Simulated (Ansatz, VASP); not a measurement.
## LiSi2N2: VASP beside Ansatz

File INCAR:

```
SYSTEM = LiSi2N2
PREC = Accurate ; ENCUT = 600
EDIFF = 1E-6 ; ISMEAR = 0
SIGMA = 0.1 ; LREAL = .FALSE.
LASPH = .TRUE. ; NELM = 80
ALGO = Normal ; ISIF = 3
LWAVE = .FALSE. ; LCHARG = .FALSE.
GGA = PE ; IBRION = 2
NSW = 90 ; EDIFFG = -0.04
```

File KPOINTS:

```
regular mesh
0
G
  6 6 4
  0 0 0
```

File POSCAR:

```
LiSi2N2
1.0
    3.4222401900      0.0000000000      0.0000000000
   -1.7111200900      2.9637469400      0.0000000000
    0.0000000000      0.0000000000      5.6144566400
Li Si N
1 2 2
Direct
    0.0000000000      0.0000000000      0.0000000000
    0.3333333300      0.6666666700      0.2265000000
    0.6666666700      0.3333333300      0.7735000000
    0.3333333300      0.6666666700      0.6069999900
    0.6666666700      0.3333333300      0.3930000100
```

Input for Ansatz:

```yaml
crystal:
  lattice:
    - [3.42224019, 0.0, 0.0]
    - [-1.71112009, 2.96374694, 0.0]
    - [0.0, 0.0, 5.61445664]
  atoms:
    - { symbol: Li, position: [0.0, 0.0, 0.0] }
    - { symbol: Si, position: [0.33333333, 0.66666667, 0.2265] }
    - { symbol: Si, position: [0.66666667, 0.33333333, 0.7735] }
    - { symbol: "N", position: [0.33333333, 0.66666667, 0.60699999] }
    - { symbol: "N", position: [0.66666667, 0.33333333, 0.39300001] }
basis:
  ecutwfc: 420
kpoints:
  mp_grid: { grid: [6, 6, 4] }
hamiltonian:
  xc: pbe
scf:
  occupations: { method: gaussian, width: 0.1 }
  lower_state_search: "off"
output:
  forces: true
  stress: true
  eigenvalues: true
relax:
  adjacent_minimum: "off"
  f_tol: 0.04
  max_steps: 70
  cell: { stress_tol: 0.4 }
```

Change from the starting cell: species swapped into the Y2H2C type (P-3m1, No. 164).

Alike in both runs: task relaxation of cell and atoms; functional PBE; k mesh 6 × 6 × 4; occupations gaussian, width 0.1 eV; no spin polarisation.

|  | VASP | Ansatz |
| --- | --- | --- |
| version | VASP 6.6.1 | Ansatz 0.2.0 |
| potentials or method | VASP PAW PBE potentials, release 64 (Li_sv, Si, N) | scalar-relativistic, plane waves, PAW |
| plane-wave cutoff (eV) | 600 | 420 |
| valence electrons in the cell | 21 | 21 |

Ansatz gave:

```
gap on the k mesh at the Fermi level, each at its own relaxed structure (eV) : none
relaxed volume (Å³/atom)                                                     : 13.26
relaxed cell length with the largest relative difference (Å)                 : 9.114
energy change over the relaxation (meV/atom)                                 : -1180
```

Task: What did VASP give for the same quantities?

Result: gap on the k mesh at the Fermi level, each at its own relaxed structure (eV): none; relaxed volume (Å³/atom): 11.58; relaxed cell length with the largest relative difference (Å): 7.851; energy change over the relaxation (meV/atom): -1109.

A gap of «none» marks a metal or a gap that the smearing closes. One of these differences is far larger than is usual between the two programs; its cause wasn't traced.

Caveats: the cutoff is under 1.25 times the usual one of these potentials, so pressure, stress and relaxed cells hold a basis-set (Pulay) error (VASP).
